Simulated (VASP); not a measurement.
Given:

```
CELL_PARAMETERS angstrom
     -1.60528     1.60528     2.47393
      1.60528    -1.60528     2.47393
      1.60528     1.60528    -2.47393
ATOMIC_POSITIONS crystal
  In 0.00000 0.00000 0.00000
```

These are PBEsol GGA, VASP's PBE PAW potentials (set 64) (plane waves; VASP) values and carry that method's errors. Numerical set-up: 480 eV cut-off, 14×14×14 Γ-centred mesh, first-order Methfessel-Paxton smearing of 0.10 eV, potentials In_d.

Unless said otherwise, spin-orbit coupling is left out, though it shifts the bands of the heavy elements here.

**Question.** Estimate the energy per atom (σ→0), band gap (on the k-mesh) with the smallest direct gap where there is one.

**Answer.** 
```json
{
  "band gap (on the k-mesh)": "none (metal, semimetal or under 0.01 eV)",
  "energy per atom (σ→0)": "-2.987 eV/atom"
}
```

Only differences to runs with the same potentials and settings are physical.

The compound is In in the bct structure. It was relaxed first.
